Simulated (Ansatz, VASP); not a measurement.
**Sn in two plane-wave programs**

One calculation is typed for both programs; each brings its own data sets. How far apart do they land? The cell is taken from a series of runs on this material, whose earlier steps may have relaxed, scaled, displaced or heated it; both programs get it as it stands.

Method: plane waves, with VASP 6.6.1 beside it; zone-centre phonons at LDA, in Ansatz 0.2.0.

### 1. Set-up

It takes space group I4_1/amd (No. 141, tetragonal). The conventional cell has a = 4.561 Å, b = 4.561 Å, c = 6.537 Å, α = 90.00°, β = 90.00°, γ = 90.00°. Nearest to Sn lie 4 Sn at 2.80 to 2.81 Å. That group holds within 0.01 Å; judged at 0.001 Å it is C2/m (No. 12).

Structure file:

```
Sn
1.0
     0.00000    3.22524    3.26842
     3.22524    0.00000    3.26842
     3.22524    3.22524    0.00000
Sn
2
Direct
  0.49999 0.49999 0.49985
  0.75001 0.75001 0.75015
```

### 2. VASP: zone-centre phonons, LDA

Second derivatives magnify differences that forces hide, and they need a tight electronic threshold.

Lines of VASP's logs that name or quote its potential files are left out, and so is its time.

INCAR

```
SYSTEM = Sn
PREC = Accurate
ENCUT = 500
EDIFF = 1E-08
NELM = 120
ISMEAR = 0
SIGMA = 0.015
LREAL = .FALSE.
ALGO = Normal
GGA = CA
NBANDS = 20
LORBIT = 11
LWAVE = .FALSE.
LCHARG = .FALSE.
ISIF = 2
ISYM = 2
IBRION = 8
LASPH = .TRUE.
GGA_COMPAT = .FALSE.
KPAR = 2
```

POSCAR

```
Sn
1.0
    0.0000000000      3.2252378884      3.2684227126
    3.2252378884      0.0000000000      3.2684227126
    3.2252378884      3.2252378884      0.0000000000
Sn
2
Direct
    0.4999903079      0.4999903079      0.4998524968
    0.7500096921      0.7500096921      0.7501475032
```

KPOINTS

```
Points of the shifted mesh
1728
Reciprocal
 0.0416666667  0.0416666667  0.0416666667 1
 0.0416666667  0.0416666667  0.1250000000 1
 0.0416666667  0.0416666667  0.2083333333 1
 0.0416666667  0.0416666667  0.2916666667 1
 0.0416666667  0.0416666667  0.3750000000 1
 0.0416666667  0.0416666667  0.4583333333 1
 0.0416666667  0.0416666667  0.5416666667 1
 0.0416666667  0.0416666667  0.6250000000 1
 0.0416666667  0.0416666667  0.7083333333 1
 0.0416666667  0.0416666667  0.7916666667 1
 0.0416666667  0.0416666667  0.8750000000 1
 0.0416666667  0.0416666667  0.9583333333 1
 0.0416666667  0.1250000000  0.0416666667 1
 0.0416666667  0.1250000000  0.1250000000 1
 0.0416666667  0.1250000000  0.2083333333 1
 0.0416666667  0.1250000000  0.2916666667 1
 0.0416666667  0.1250000000  0.3750000000 1
 0.0416666667  0.1250000000  0.4583333333 1
 0.0416666667  0.1250000000  0.5416666667 1
 0.0416666667  0.1250000000  0.6250000000 1
 0.0416666667  0.1250000000  0.7083333333 1
 0.0416666667  0.1250000000  0.7916666667 1
 0.0416666667  0.1250000000  0.8750000000 1
 0.0416666667  0.1250000000  0.9583333333 1
 0.0416666667  0.2083333333  0.0416666667 1
 0.0416666667  0.2083333333  0.1250000000 1
 0.0416666667  0.2083333333  0.2083333333 1
 0.0416666667  0.2083333333  0.2916666667 1
 0.0416666667  0.2083333333  0.3750000000 1
 0.0416666667  0.2083333333  0.4583333333 1
 0.0416666667  0.2083333333  0.5416666667 1
 0.0416666667  0.2083333333  0.6250000000 1
 0.0416666667  0.2083333333  0.7083333333 1
 0.0416666667  0.2083333333  0.7916666667 1
 0.0416666667  0.2083333333  0.8750000000 1
 0.0416666667  0.2083333333  0.9583333333 1
 0.0416666667  0.2916666667  0.0416666667 1
 0.0416666667  0.2916666667  0.1250000000 1
 0.0416666667  0.2916666667  0.2083333333 1
 0.0416666667  0.2916666667  0.2916666667 1
 0.0416666667  0.2916666667  0.3750000000 1
 0.0416666667  0.2916666667  0.4583333333 1
 0.0416666667  0.2916666667  0.5416666667 1
 0.0416666667  0.2916666667  0.6250000000 1
 0.0416666667  0.2916666667  0.7083333333 1
 0.0416666667  0.2916666667  0.7916666667 1
 0.0416666667  0.2916666667  0.8750000000 1
 0.0416666667  0.2916666667  0.9583333333 1
 0.0416666667  0.3750000000  0.0416666667 1
 0.0416666667  0.3750000000  0.1250000000 1
 0.0416666667  0.3750000000  0.2083333333 1
 0.0416666667  0.3750000000  0.2916666667 1
 0.0416666667  0.3750000000  0.3750000000 1
 0.0416666667  0.3750000000  0.4583333333 1
 0.0416666667  0.3750000000  0.5416666667 1
 0.0416666667  0.3750000000  0.6250000000 1
 0.0416666667  0.3750000000  0.7083333333 1
 0.0416666667  0.3750000000  0.7916666667 1
 0.0416666667  0.3750000000  0.8750000000 1
 0.0416666667  0.3750000000  0.9583333333 1
 0.0416666667  0.4583333333  0.0416666667 1
 0.0416666667  0.4583333333  0.1250000000 1
 0.0416666667  0.4583333333  0.2083333333 1
 0.0416666667  0.4583333333  0.2916666667 1
 0.0416666667  0.4583333333  0.3750000000 1
 0.0416666667  0.4583333333  0.4583333333 1
 0.0416666667  0.4583333333  0.5416666667 1
 0.0416666667  0.4583333333  0.6250000000 1
 0.0416666667  0.4583333333  0.7083333333 1
 0.0416666667  0.4583333333  0.7916666667 1
 0.0416666667  0.4583333333  0.8750000000 1
 0.0416666667  0.4583333333  0.9583333333 1
 0.0416666667  0.5416666667  0.0416666667 1
 0.0416666667  0.5416666667  0.1250000000 1
 0.0416666667  0.5416666667  0.2083333333 1
 0.0416666667  0.5416666667  0.2916666667 1
 0.0416666667  0.5416666667  0.3750000000 1
 0.0416666667  0.5416666667  0.4583333333 1
 0.0416666667  0.5416666667  0.5416666667 1
 0.0416666667  0.5416666667  0.6250000000 1
 0.0416666667  0.5416666667  0.7083333333 1
 0.0416666667  0.5416666667  0.7916666667 1
 0.0416666667  0.5416666667  0.8750000000 1
 0.0416666667  0.5416666667  0.9583333333 1
 0.0416666667  0.6250000000  0.0416666667 1
 0.0416666667  0.6250000000  0.1250000000 1
 0.0416666667  0.6250000000  0.2083333333 1
 0.0416666667  0.6250000000  0.2916666667 1
 0.0416666667  0.6250000000  0.3750000000 1
 0.0416666667  0.6250000000  0.4583333333 1
 0.0416666667  0.6250000000  0.5416666667 1
 0.0416666667  0.6250000000  0.6250000000 1
 0.0416666667  0.6250000000  0.7083333333 1
 0.0416666667  0.6250000000  0.7916666667 1
 0.0416666667  0.6250000000  0.8750000000 1
 0.0416666667  0.6250000000  0.9583333333 1
 0.0416666667  0.7083333333  0.0416666667 1
 0.0416666667  0.7083333333  0.1250000000 1
 0.0416666667  0.7083333333  0.2083333333 1
 0.0416666667  0.7083333333  0.2916666667 1
 0.0416666667  0.7083333333  0.3750000000 1
 0.0416666667  0.7083333333  0.4583333333 1
 0.0416666667  0.7083333333  0.5416666667 1
 0.0416666667  0.7083333333  0.6250000000 1
 0.0416666667  0.7083333333  0.7083333333 1
 0.0416666667  0.7083333333  0.7916666667 1
 0.0416666667  0.7083333333  0.8750000000 1
 0.0416666667  0.7083333333  0.9583333333 1
 0.0416666667  0.7916666667  0.0416666667 1
 0.0416666667  0.7916666667  0.1250000000 1
 0.0416666667  0.7916666667  0.2083333333 1
 0.0416666667  0.7916666667  0.2916666667 1
[... 1390 lines left out ...]
 0.8750000000  0.4583333333  0.1250000000 1
 0.8750000000  0.4583333333  0.2083333333 1
 0.8750000000  0.4583333333  0.2916666667 1
 0.8750000000  0.4583333333  0.3750000000 1
 0.8750000000  0.4583333333  0.4583333333 1
 0.8750000000  0.4583333333  0.5416666667 1
 0.8750000000  0.4583333333  0.6250000000 1
 0.8750000000  0.4583333333  0.7083333333 1
 0.8750000000  0.4583333333  0.7916666667 1
 0.8750000000  0.4583333333  0.8750000000 1
 0.8750000000  0.4583333333  0.9583333333 1
 0.8750000000  0.5416666667  0.0416666667 1
 0.8750000000  0.5416666667  0.1250000000 1
 0.8750000000  0.5416666667  0.2083333333 1
 0.8750000000  0.5416666667  0.2916666667 1
 0.8750000000  0.5416666667  0.3750000000 1
 0.8750000000  0.5416666667  0.4583333333 1
 0.8750000000  0.5416666667  0.5416666667 1
 0.8750000000  0.5416666667  0.6250000000 1
 0.8750000000  0.5416666667  0.7083333333 1
 0.8750000000  0.5416666667  0.7916666667 1
 0.8750000000  0.5416666667  0.8750000000 1
 0.8750000000  0.5416666667  0.9583333333 1
 0.8750000000  0.6250000000  0.0416666667 1
 0.8750000000  0.6250000000  0.1250000000 1
 0.8750000000  0.6250000000  0.2083333333 1
 0.8750000000  0.6250000000  0.2916666667 1
 0.8750000000  0.6250000000  0.3750000000 1
 0.8750000000  0.6250000000  0.4583333333 1
 0.8750000000  0.6250000000  0.5416666667 1
 0.8750000000  0.6250000000  0.6250000000 1
 0.8750000000  0.6250000000  0.7083333333 1
 0.8750000000  0.6250000000  0.7916666667 1
 0.8750000000  0.6250000000  0.8750000000 1
 0.8750000000  0.6250000000  0.9583333333 1
 0.8750000000  0.7083333333  0.0416666667 1
 0.8750000000  0.7083333333  0.1250000000 1
 0.8750000000  0.7083333333  0.2083333333 1
 0.8750000000  0.7083333333  0.2916666667 1
 0.8750000000  0.7083333333  0.3750000000 1
 0.8750000000  0.7083333333  0.4583333333 1
 0.8750000000  0.7083333333  0.5416666667 1
 0.8750000000  0.7083333333  0.6250000000 1
 0.8750000000  0.7083333333  0.7083333333 1
 0.8750000000  0.7083333333  0.7916666667 1
 0.8750000000  0.7083333333  0.8750000000 1
 0.8750000000  0.7083333333  0.9583333333 1
 0.8750000000  0.7916666667  0.0416666667 1
 0.8750000000  0.7916666667  0.1250000000 1
 0.8750000000  0.7916666667  0.2083333333 1
 0.8750000000  0.7916666667  0.2916666667 1
 0.8750000000  0.7916666667  0.3750000000 1
 0.8750000000  0.7916666667  0.4583333333 1
 0.8750000000  0.7916666667  0.5416666667 1
 0.8750000000  0.7916666667  0.6250000000 1
 0.8750000000  0.7916666667  0.7083333333 1
 0.8750000000  0.7916666667  0.7916666667 1
 0.8750000000  0.7916666667  0.8750000000 1
 0.8750000000  0.7916666667  0.9583333333 1
 0.8750000000  0.8750000000  0.0416666667 1
 0.8750000000  0.8750000000  0.1250000000 1
 0.8750000000  0.8750000000  0.2083333333 1
 0.8750000000  0.8750000000  0.2916666667 1
 0.8750000000  0.8750000000  0.3750000000 1
 0.8750000000  0.8750000000  0.4583333333 1
 0.8750000000  0.8750000000  0.5416666667 1
 0.8750000000  0.8750000000  0.6250000000 1
 0.8750000000  0.8750000000  0.7083333333 1
 0.8750000000  0.8750000000  0.7916666667 1
 0.8750000000  0.8750000000  0.8750000000 1
 0.8750000000  0.8750000000  0.9583333333 1
 0.8750000000  0.9583333333  0.0416666667 1
 0.8750000000  0.9583333333  0.1250000000 1
 0.8750000000  0.9583333333  0.2083333333 1
 0.8750000000  0.9583333333  0.2916666667 1
 0.8750000000  0.9583333333  0.3750000000 1
 0.8750000000  0.9583333333  0.4583333333 1
 0.8750000000  0.9583333333  0.5416666667 1
 0.8750000000  0.9583333333  0.6250000000 1
 0.8750000000  0.9583333333  0.7083333333 1
 0.8750000000  0.9583333333  0.7916666667 1
 0.8750000000  0.9583333333  0.8750000000 1
 0.8750000000  0.9583333333  0.9583333333 1
 0.9583333333  0.0416666667  0.0416666667 1
 0.9583333333  0.0416666667  0.1250000000 1
 0.9583333333  0.0416666667  0.2083333333 1
 0.9583333333  0.0416666667  0.2916666667 1
 0.9583333333  0.0416666667  0.3750000000 1
 0.9583333333  0.0416666667  0.4583333333 1
 0.9583333333  0.0416666667  0.5416666667 1
 0.9583333333  0.0416666667  0.6250000000 1
 0.9583333333  0.0416666667  0.7083333333 1
 0.9583333333  0.0416666667  0.7916666667 1
 0.9583333333  0.0416666667  0.8750000000 1
 0.9583333333  0.0416666667  0.9583333333 1
 0.9583333333  0.1250000000  0.0416666667 1
 0.9583333333  0.1250000000  0.1250000000 1
 0.9583333333  0.1250000000  0.2083333333 1
 0.9583333333  0.1250000000  0.2916666667 1
 0.9583333333  0.1250000000  0.3750000000 1
 0.9583333333  0.1250000000  0.4583333333 1
 0.9583333333  0.1250000000  0.5416666667 1
 0.9583333333  0.1250000000  0.6250000000 1
 0.9583333333  0.1250000000  0.7083333333 1
 0.9583333333  0.1250000000  0.7916666667 1
 0.9583333333  0.1250000000  0.8750000000 1
 0.9583333333  0.1250000000  0.9583333333 1
 0.9583333333  0.2083333333  0.0416666667 1
 0.9583333333  0.2083333333  0.1250000000 1
 0.9583333333  0.2083333333  0.2083333333 1
 0.9583333333  0.2083333333  0.2916666667 1
 0.9583333333  0.2083333333  0.3750000000 1
 0.9583333333  0.2083333333  0.4583333333 1
 0.9583333333  0.2083333333  0.5416666667 1
 0.9583333333  0.2083333333  0.6250000000 1
 0.9583333333  0.2083333333  0.7083333333 1
 0.9583333333  0.2083333333  0.7916666667 1
 0.9583333333  0.2083333333  0.8750000000 1
 0.9583333333  0.2083333333  0.9583333333 1
 0.9583333333  0.2916666667  0.0416666667 1
 0.9583333333  0.2916666667  0.1250000000 1
 0.9583333333  0.2916666667  0.2083333333 1
 0.9583333333  0.2916666667  0.2916666667 1
 0.9583333333  0.2916666667  0.3750000000 1
 0.9583333333  0.2916666667  0.4583333333 1
 0.9583333333  0.2916666667  0.5416666667 1
 0.9583333333  0.2916666667  0.6250000000 1
 0.9583333333  0.2916666667  0.7083333333 1
 0.9583333333  0.2916666667  0.7916666667 1
 0.9583333333  0.2916666667  0.8750000000 1
 0.9583333333  0.2916666667  0.9583333333 1
 0.9583333333  0.3750000000  0.0416666667 1
 0.9583333333  0.3750000000  0.1250000000 1
 0.9583333333  0.3750000000  0.2083333333 1
 0.9583333333  0.3750000000  0.2916666667 1
 0.9583333333  0.3750000000  0.3750000000 1
 0.9583333333  0.3750000000  0.4583333333 1
 0.9583333333  0.3750000000  0.5416666667 1
 0.9583333333  0.3750000000  0.6250000000 1
 0.9583333333  0.3750000000  0.7083333333 1
 0.9583333333  0.3750000000  0.7916666667 1
 0.9583333333  0.3750000000  0.8750000000 1
 0.9583333333  0.3750000000  0.9583333333 1
 0.9583333333  0.4583333333  0.0416666667 1
 0.9583333333  0.4583333333  0.1250000000 1
 0.9583333333  0.4583333333  0.2083333333 1
 0.9583333333  0.4583333333  0.2916666667 1
 0.9583333333  0.4583333333  0.3750000000 1
 0.9583333333  0.4583333333  0.4583333333 1
 0.9583333333  0.4583333333  0.5416666667 1
 0.9583333333  0.4583333333  0.6250000000 1
 0.9583333333  0.4583333333  0.7083333333 1
 0.9583333333  0.4583333333  0.7916666667 1
 0.9583333333  0.4583333333  0.8750000000 1
 0.9583333333  0.4583333333  0.9583333333 1
 0.9583333333  0.5416666667  0.0416666667 1
 0.9583333333  0.5416666667  0.1250000000 1
 0.9583333333  0.5416666667  0.2083333333 1
 0.9583333333  0.5416666667  0.2916666667 1
 0.9583333333  0.5416666667  0.3750000000 1
 0.9583333333  0.5416666667  0.4583333333 1
 0.9583333333  0.5416666667  0.5416666667 1
 0.9583333333  0.5416666667  0.6250000000 1
 0.9583333333  0.5416666667  0.7083333333 1
 0.9583333333  0.5416666667  0.7916666667 1
 0.9583333333  0.5416666667  0.8750000000 1
 0.9583333333  0.5416666667  0.9583333333 1
 0.9583333333  0.6250000000  0.0416666667 1
 0.9583333333  0.6250000000  0.1250000000 1
 0.9583333333  0.6250000000  0.2083333333 1
 0.9583333333  0.6250000000  0.2916666667 1
 0.9583333333  0.6250000000  0.3750000000 1
 0.9583333333  0.6250000000  0.4583333333 1
 0.9583333333  0.6250000000  0.5416666667 1
 0.9583333333  0.6250000000  0.6250000000 1
 0.9583333333  0.6250000000  0.7083333333 1
 0.9583333333  0.6250000000  0.7916666667 1
 0.9583333333  0.6250000000  0.8750000000 1
 0.9583333333  0.6250000000  0.9583333333 1
 0.9583333333  0.7083333333  0.0416666667 1
 0.9583333333  0.7083333333  0.1250000000 1
 0.9583333333  0.7083333333  0.2083333333 1
 0.9583333333  0.7083333333  0.2916666667 1
 0.9583333333  0.7083333333  0.3750000000 1
 0.9583333333  0.7083333333  0.4583333333 1
 0.9583333333  0.7083333333  0.5416666667 1
 0.9583333333  0.7083333333  0.6250000000 1
 0.9583333333  0.7083333333  0.7083333333 1
 0.9583333333  0.7083333333  0.7916666667 1
 0.9583333333  0.7083333333  0.8750000000 1
 0.9583333333  0.7083333333  0.9583333333 1
 0.9583333333  0.7916666667  0.0416666667 1
 0.9583333333  0.7916666667  0.1250000000 1
 0.9583333333  0.7916666667  0.2083333333 1
 0.9583333333  0.7916666667  0.2916666667 1
 0.9583333333  0.7916666667  0.3750000000 1
 0.9583333333  0.7916666667  0.4583333333 1
 0.9583333333  0.7916666667  0.5416666667 1
 0.9583333333  0.7916666667  0.6250000000 1
 0.9583333333  0.7916666667  0.7083333333 1
 0.9583333333  0.7916666667  0.7916666667 1
 0.9583333333  0.7916666667  0.8750000000 1
 0.9583333333  0.7916666667  0.9583333333 1
 0.9583333333  0.8750000000  0.0416666667 1
 0.9583333333  0.8750000000  0.1250000000 1
 0.9583333333  0.8750000000  0.2083333333 1
 0.9583333333  0.8750000000  0.2916666667 1
 0.9583333333  0.8750000000  0.3750000000 1
 0.9583333333  0.8750000000  0.4583333333 1
 0.9583333333  0.8750000000  0.5416666667 1
 0.9583333333  0.8750000000  0.6250000000 1
 0.9583333333  0.8750000000  0.7083333333 1
 0.9583333333  0.8750000000  0.7916666667 1
 0.9583333333  0.8750000000  0.8750000000 1
 0.9583333333  0.8750000000  0.9583333333 1
 0.9583333333  0.9583333333  0.0416666667 1
 0.9583333333  0.9583333333  0.1250000000 1
 0.9583333333  0.9583333333  0.2083333333 1
 0.9583333333  0.9583333333  0.2916666667 1
 0.9583333333  0.9583333333  0.3750000000 1
 0.9583333333  0.9583333333  0.4583333333 1
 0.9583333333  0.9583333333  0.5416666667 1
 0.9583333333  0.9583333333  0.6250000000 1
 0.9583333333  0.9583333333  0.7083333333 1
 0.9583333333  0.9583333333  0.7916666667 1
 0.9583333333  0.9583333333  0.8750000000 1
 0.9583333333  0.9583333333  0.9583333333 1
```

PAW data sets: Sn_d (LDA family, release 64).

Started as:

```console
$ mpirun -np 2 vasp_std
```

Numbers of over 12 decimals in the logs are rounded to 6 here.

What it wrote:

```text
[banner, memory and clock lines left out]
running    2 mpi-ranks, on    1 nodes
 distrk:  each k-point on    1 cores,    2 groups
 distr:  one band on    1 cores,    1 groups

 POSCAR found type information on POSCAR Sn
 POSCAR found :  1 types and       2 ions
 LDA part: xc-table for (Slater(with rela. corr.)+CA(PZ))
 , standard interpolation
 POSCAR, INCAR and KPOINTS ok, starting setup
 FFT: planning ... GRIDC
 FFT: planning ... GRID_SOFT
 FFT: planning ... GRID
 WAVECAR not read
 entering main loop
       N       E                     dE             d eps       ncg     rms          rms(c)
DAV:   1     0.222602850283E+03    0.22260E+03   -0.14790E+04 69576   0.200E+03
DAV:   2     0.148029045361E+02   -0.20780E+03   -0.20403E+03 69316   0.441E+02
DAV:   3    -0.829392649811E+01   -0.23097E+02   -0.22956E+02 79152   0.143E+02
DAV:   4    -0.904425712391E+01   -0.75033E+00   -0.74996E+00 78456   0.293E+01
DAV:   5    -0.907031914646E+01   -0.26062E-01   -0.26061E-01 94484   0.535E+00    0.333E+00
DAV:   6    -0.898420024375E+01    0.86119E-01   -0.42941E-02 88096   0.228E+00    0.187E+00
DAV:   7    -0.894157310024E+01    0.42627E-01   -0.62673E-02 71924   0.226E+00    0.147E-01
DAV:   8    -0.894214478483E+01   -0.57168E-03   -0.53848E-03 79712   0.831E-01    0.544E-02
DAV:   9    -0.894223513406E+01   -0.90349E-04   -0.17740E-04 90984   0.100E-01    0.150E-02
DAV:  10    -0.894223490894E+01    0.22511E-06   -0.15475E-05 93208   0.457E-02    0.401E-03
DAV:  11    -0.894223531993E+01   -0.41099E-06   -0.12096E-06 74968   0.741E-03    0.168E-03
DAV:  12    -0.894223532018E+01   -0.24829E-09   -0.53676E-08 74416   0.201E-03
   1 F= -.89422353E+01 E0= -.89422225E+01  d E =-.257118E-04
 Linear response reoptimize wavefunctions to high precision
DAV:   1    -0.894223532108E+01   -0.89767E-09   -0.59365E-09 72788   0.669E-04
DAV:   2    -0.894223532110E+01   -0.25466E-10   -0.37357E-10 45008   0.202E-04
 Linear response DOF=           2
 Linear response progress:
  Degree of freedom:   1/  2
       N       E                     dE             d eps       ncg     rms          rms(c)
RMM:   1    -0.216411542552E+00   -0.21641E+00    0.60793E-01 86710   0.103E+01
RMM:   2    -0.223293360215E+00   -0.68818E-02   -0.20291E-02121076   0.119E+00    0.700E-02
RMM:   3    -0.223456272278E+00   -0.16291E-03   -0.16749E-03127186   0.330E-01    0.324E-02
RMM:   4    -0.223358625661E+00    0.97647E-04   -0.11932E-04126761   0.100E-01    0.107E-02
RMM:   5    -0.223352520084E+00    0.61056E-05   -0.15923E-05130079   0.328E-02    0.395E-03
RMM:   6    -0.223355452590E+00   -0.29325E-05   -0.13345E-06128331   0.961E-03    0.169E-03
RMM:   7    -0.223355920755E+00   -0.46816E-06   -0.25788E-07128189   0.344E-03    0.415E-04
RMM:   8    -0.223353736755E+00    0.21840E-05   -0.61440E-08131297   0.126E-03    0.255E-04
RMM:   9    -0.223352700003E+00    0.10368E-05   -0.18865E-08132407   0.494E-04    0.377E-05
RMM:  10    -0.223352880435E+00   -0.18043E-06    0.89462E-09137279   0.215E-04    0.291E-05
RMM:  11    -0.223352793170E+00    0.87265E-07    0.48844E-09133186   0.113E-04    0.682E-06
RMM:  12    -0.223352798171E+00   -0.50013E-08   -0.45126E-10141169   0.674E-05    0.447E-06
 first order change of Fermi-energy   0.10727E+01
 force on displaced ion       1 direction 1 :  -7.745  -0.031  -0.281
 Linear response progress:
  Degree of freedom:   2/  2
       N       E                     dE             d eps       ncg     rms          rms(c)
RMM:   1    -0.216518958994E+00   -0.21652E+00    0.59173E-01 86744   0.102E+01
RMM:   2    -0.223374416398E+00   -0.68555E-02   -0.20323E-02121138   0.119E+00    0.713E-02
RMM:   3    -0.223547976209E+00   -0.17356E-03   -0.16761E-03127138   0.330E-01    0.332E-02
RMM:   4    -0.223460295145E+00    0.87681E-04   -0.11948E-04127328   0.100E-01    0.108E-02
RMM:   5    -0.223457423683E+00    0.28715E-05   -0.15537E-05130106   0.327E-02    0.384E-03
RMM:   6    -0.223459611927E+00   -0.21882E-05   -0.13210E-06127650   0.970E-03    0.165E-03
RMM:   7    -0.223459619051E+00   -0.71242E-08   -0.20419E-07128418   0.352E-03    0.388E-04
RMM:   8    -0.223457299809E+00    0.23192E-05   -0.35828E-08131323   0.129E-03    0.206E-04
RMM:   9    -0.223456371685E+00    0.92812E-06   -0.11044E-09132975   0.509E-04    0.401E-05
RMM:  10    -0.223456519259E+00   -0.14757E-06   -0.15509E-08137669   0.226E-04    0.259E-05
RMM:  11    -0.223456420767E+00    0.98492E-07   -0.49786E-09133722   0.118E-04    0.778E-06
RMM:  12    -0.223456419323E+00    0.14440E-08    0.41428E-09141308   0.706E-05    0.411E-06
 first order change of Fermi-energy   0.11842E+01
 force on displaced ion       1 direction 3 :  -0.255  -0.255  -7.566
 Linear response finished
```

(Part 1 of 2 ends here.)

[Lines on the potential files, build, host, timing and source positions are cut from VASP's logs without a mark.]

[Logs are printed without paths, hosts, clocks, repeated set-up lines and the standing remarks that a program may print on its own settings, such as how far it seeks lower states.]

[Hosts, paths, dates, database ids (printed as entryN), source tags and the programs' standing remarks are cut or masked in the printed files.]
